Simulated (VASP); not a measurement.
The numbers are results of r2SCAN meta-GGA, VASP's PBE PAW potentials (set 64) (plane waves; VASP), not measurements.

The input files of a VASP run:

**INCAR**
```
SYSTEM = Pt
PREC = Accurate
ENCUT = 400
EDIFF = 1E-6
NELM = 100
ALGO = Normal
LREAL = .FALSE.
LASPH = .TRUE.
ISMEAR = 1
SIGMA = 0.1
METAGGA = R2SCAN
LMIXTAU = .TRUE.
LMAXMIX = 6
LWAVE = .FALSE.
LCHARG = .FALSE.
IBRION = 2
ISIF = 3
NSW = 60
EDIFFG = -0.01
```

KPOINTS:
```
Automatic mesh
0
Gamma
10 10 10
0 0 0
```

**POSCAR**
```
Pt
1
    0.0000000000     2.7315390000     2.7315390000
    2.7315390000     0.0000000000     2.7315390000
    2.7315390000     2.7315390000     0.0000000000
Pt
2
Direct
  0.7500000000   0.7500000000   0.7500000000
  0.5000000000   0.5000000000   0.5000000000
```

POTCAR, in this order: Pt (PBE.64 set). Program: vasp_std.

Output

OUTCAR:
```
 ion  position               nearest neighbor table
   1  0.750  0.750  0.750-   2 2.37   2 2.37   2 2.37   2 2.37
   2  0.500  0.500  0.500-   1 2.37   1 2.37   1 2.37   1 2.37
  LATTYP: Found a face centered cubic cell.
 ALAT       =     5.4630780000
 Subroutine PRICEL returns:
 Original cell was already a primitive cell.
 Subroutine GETGRP returns: Found 48 space group operations
The static configuration has the point symmetry T_d .
 The point group associated with its full space group is O_h .
The dynamic configuration has the point symmetry T_d .
 Subroutine INISYM returns: Found 48 space group operations
 Subroutine IBZKPT returns following result:
 Found     47 irreducible k-points:

 Following reciprocal coordinates:
            Coordinates               Weight
  0.000000  0.000000  0.000000      1.000000
  0.100000  0.000000  0.000000      8.000000
  0.200000  0.000000  0.000000      8.000000
  0.300000  0.000000  0.000000      8.000000
  0.400000  0.000000  0.000000      8.000000
  0.500000  0.000000  0.000000      4.000000
  0.100000  0.100000  0.000000      6.000000
  0.200000  0.100000  0.000000     24.000000
...
```

File OSZICAR:
```
       N       E                     dE             d eps       ncg     rms          rms(c)
DAV:   1    -0.392185943391E+01   -0.39219E+01   -0.91753E+03  1324   0.111E+03
DAV:   2    -0.105458536726E+03   -0.10154E+03   -0.96972E+02  1592   0.241E+02
DAV:   3    -0.107334664244E+03   -0.18761E+01   -0.18667E+01  1454   0.350E+01
DAV:   4    -0.107349999395E+03   -0.15335E-01   -0.15332E-01  1508   0.335E+00
DAV:   5    -0.107350271353E+03   -0.27196E-03   -0.27196E-03  1436   0.460E-01    0.190E+01
DAV:   6    -0.100199008989E+03    0.71513E+01   -0.68791E+00  1436   0.215E+01    0.121E+01
DAV:   7    -0.100371895161E+03   -0.17289E+00   -0.39539E-01  1382   0.478E+00    0.602E+00
DAV:   8    -0.100265838379E+03    0.10606E+00   -0.19684E-01  1436   0.397E+00    0.752E-01
DAV:   9    -0.100345127390E+03   -0.79289E-01   -0.36462E-02  1400   0.163E+00    0.157E-01
DAV:  10    -0.100337389113E+03    0.77383E-02   -0.54864E-03  1400   0.614E-01    0.937E-02
DAV:  11    -0.100345098575E+03   -0.77095E-02   -0.24601E-03  1394   0.415E-01    0.230E-02
DAV:  12    -0.100345607006E+03   -0.50843E-03   -0.36286E-04  1502   0.159E-01    0.113E-02
DAV:  13    -0.100345238491E+03    0.36851E-03   -0.15923E-04  1442   0.103E-01    0.200E-02
DAV:  14    -0.100345224279E+03    0.14212E-04   -0.26608E-05  1400   0.428E-02    0.147E-02
DAV:  15    -0.100345642506E+03   -0.41823E-03   -0.22484E-04  1430   0.114E-01    0.187E-03
DAV:  16    -0.100345642971E+03   -0.46494E-06   -0.10658E-06  1186   0.810E-03
   1 F= -.10034564E+03 E0= -.10034599E+03  d E =-.100346E+03
       N       E                     dE             d eps       ncg     rms          rms(c)
DAV:   1    -0.140730337560E+03   -0.40385E+02   -0.77881E+02  1328   0.260E+02    0.936E+01
DAV:   2    -0.101676096686E+03    0.39054E+02   -0.99233E+01  1322   0.798E+01    0.404E+01
DAV:   3    -0.993183490179E+02    0.23577E+01   -0.38616E+00  1346   0.146E+01    0.326E+01
DAV:   4    -0.100404537253E+03   -0.10862E+01   -0.14000E+00  1358   0.788E+00    0.110E+01
DAV:   5    -0.993696458283E+02    0.10349E+01   -0.35632E-01  1322   0.488E+00    0.438E+00
DAV:   6    -0.993784931611E+02   -0.88473E-02   -0.33721E-01  1322   0.500E+00    0.865E-01
DAV:   7    -0.993080801926E+02    0.70413E-01   -0.10392E-02  1420   0.645E-01    0.547E-01
DAV:   8    -0.993536308415E+02   -0.45551E-01   -0.18241E-01  1322   0.357E+00    0.403E-01
DAV:   9    -0.994864050390E+02   -0.13277E+00   -0.57485E-02  1322   0.184E+00    0.129E-01
DAV:  10    -0.994879417539E+02   -0.15367E-02   -0.80467E-04  1358   0.228E-01    0.113E-01
DAV:  11    -0.994879913220E+02   -0.49568E-04   -0.20610E-04  1346   0.112E-01    0.115E-01
DAV:  12    -0.994883470357E+02   -0.35571E-03   -0.59166E-04  1352   0.172E-01    0.436E-02
DAV:  13    -0.994884205360E+02   -0.73500E-04   -0.54030E-05  1340   0.724E-02    0.113E-02
DAV:  14    -0.994884340326E+02   -0.13497E-04   -0.93320E-06  1340   0.333E-02    0.657E-03
DAV:  15    -0.994884348865E+02   -0.85389E-06   -0.46612E-06  1334   0.261E-02
   2 F= -.99488435E+02 E0= -.99486771E+02  d E =0.857208E+00
       N       E                     dE             d eps       ncg     rms          rms(c)
DAV:   1    -0.121392930738E+03   -0.21904E+02   -0.37559E+02  1316   0.175E+02    0.364E+01
DAV:   2    -0.100586637774E+03    0.20806E+02   -0.79450E+01  1316   0.682E+01    0.601E+00
DAV:   3    -0.100567607002E+03    0.19031E-01   -0.95919E-01  1346   0.814E+00    0.324E+00
DAV:   4    -0.100551335086E+03    0.16272E-01   -0.78354E-01  1418   0.620E+00    0.165E+00
DAV:   5    -0.100569662024E+03   -0.18327E-01   -0.67153E-01  1346   0.668E+00    0.129E+00
DAV:   6    -0.100623247084E+03   -0.53585E-01   -0.36160E-01  1352   0.478E+00    0.256E-01
DAV:   7    -0.100741202526E+03   -0.11796E+00   -0.59112E-02  1316   0.202E+00    0.125E-01
DAV:   8    -0.100729951420E+03    0.11251E-01   -0.16947E-02  1412   0.111E+00    0.864E-02
DAV:   9    -0.100747254446E+03   -0.17303E-01   -0.33512E-03  1358   0.530E-01    0.390E-02
DAV:  10    -0.100748614819E+03   -0.13604E-02   -0.26404E-04  1400   0.162E-01    0.312E-02
DAV:  11    -0.100749289420E+03   -0.67460E-03   -0.25387E-04  1346   0.143E-01    0.684E-03
DAV:  12    -0.100749507469E+03   -0.21805E-03   -0.10348E-04  1322   0.137E-01    0.663E-03
DAV:  13    -0.100749518221E+03   -0.10752E-04   -0.28636E-06  1270   0.186E-02    0.409E-03
DAV:  14    -0.100749523108E+03   -0.48865E-05   -0.21183E-06   960   0.171E-02    0.105E-03
DAV:  15    -0.100749523000E+03    0.10765E-06   -0.15701E-07   670   0.481E-03
   3 F= -.10074952E+03 E0= -.10074964E+03  d E =-.403880E+00
       N       E                     dE             d eps       ncg     rms          rms(c)
DAV:   1    -0.100786179082E+03   -0.36656E-01   -0.61333E-01  1322   0.743E+00    0.113E+00
DAV:   2    -0.100752587146E+03    0.33592E-01   -0.13026E-01  1316   0.275E+00    0.430E-01
DAV:   3    -0.100753274324E+03   -0.68718E-03   -0.13751E-03  1328   0.316E-01    0.289E-01
DAV:   4    -0.100750614157E+03    0.26602E-02   -0.47707E-03  1418   0.499E-01    0.942E-02
DAV:   5    -0.100753462444E+03   -0.28483E-02   -0.29592E-03  1388   0.430E-01    0.160E-02
DAV:   6    -0.100753694747E+03   -0.23230E-03   -0.15091E-04  1382   0.107E-01    0.453E-03
DAV:   7    -0.100753707285E+03   -0.12538E-04   -0.11495E-05  1346   0.351E-02    0.314E-03
DAV:   8    -0.100753710396E+03   -0.31114E-05   -0.36990E-06  1340   0.212E-02    0.292E-04
DAV:   9    -0.100753710574E+03   -0.17749E-06   -0.48105E-07   670   0.914E-03
   4 F= -.10075371E+03 E0= -.10075387E+03  d E =-.408068E+00
       N       E                     dE             d eps       ncg     rms          rms(c)
DAV:   1    -0.100755976966E+03   -0.22666E-02   -0.39538E-02  1322   0.189E+00    0.285E-01
DAV:   2    -0.100753826174E+03    0.21508E-02   -0.81524E-03  1316   0.693E-01    0.113E-01
DAV:   3    -0.100753872155E+03   -0.45981E-04   -0.92065E-05  1328   0.822E-02    0.761E-02
DAV:   4    -0.100753730660E+03    0.14150E-03   -0.29301E-04  1418   0.126E-01    0.237E-02
DAV:   5    -0.100753884485E+03   -0.15383E-03   -0.18220E-04  1388   0.109E-01    0.457E-03
DAV:   6    -0.100753902304E+03   -0.17819E-04   -0.10664E-05  1382   0.284E-02    0.112E-03
DAV:   7    -0.100753902296E+03    0.79986E-08   -0.57149E-07   712   0.822E-03
   5 F= -.10075390E+03 E0= -.10075407E+03  d E =-.408259E+00
```

File OUTCAR:
```
------------------------ aborting loop because EDIFF is reached ----------------------------------------
  FORCE on cell =-STRESS in cart. coord.  units (eV):
  Direction    XX          YY          ZZ          XY          YZ          ZX
  --------------------------------------------------------------------------------------
  Total        0.0026017      0.0026017      0.0026017      0.0000000      0.0000000      0.0000000
  in kB        0.0894136      0.0894136      0.0894136      0.0000000      0.0000000      0.0000000
  external PRESSURE =       0.0894136 kB  Pullay stress =       0.0000000 kB
  volume of cell :       46.62
      direct lattice vectors                 reciprocal lattice vectors
    -0.000000000  2.856566554  2.856566554    -0.175035306  0.175035306  0.175035306
     2.856566554 -0.000000000  2.856566554     0.175035306 -0.175035306  0.175035306
     2.856566554  2.856566554 -0.000000000     0.175035306  0.175035306 -0.175035306
 POSITION                                       TOTAL-FORCE (eV/Angst)
 -----------------------------------------------------------------------------------
      4.28485      4.28485      4.28485        -0.000000     -0.000000     -0.000000
      2.85657      2.85657      2.85657         0.000000      0.000000      0.000000
 -----------------------------------------------------------------------------------
    total drift:                                0.000000      0.000000      0.000000
  FREE ENERGIE OF THE ION-ELECTRON SYSTEM (eV)
  ---------------------------------------------------
  free  energy   TOTEN  =      -100.7539022964 eV

  energy  without entropy=     -100.7543970873  energy(sigma->0) =     -100.75406723

 reached required accuracy - stopping structural energy minimisation
```
(Selected blocks of OUTCAR.)

File CONTCAR:
```
Pt
   1.00000000000000
    -0.0000000000000000    2.8565665541514940    2.8565665541514940
     2.8565665541514940   -0.0000000000000000    2.8565665541514940
     2.8565665541514940    2.8565665541514940   -0.0000000000000000
  Pt
     2
Direct
     0.7500000000000000    0.7500000000000000    0.7500000000000000
     0.5000000000000000    0.5000000000000000    0.5000000000000000
```

Energy and stress use the plane-wave basis of the starting cell.

The structure was generated: Pt was put into the diamond type (Fd-3m), which need not be its known phase. This run relaxes it. Symmetry was kept, so distortions that lower it aren't found.
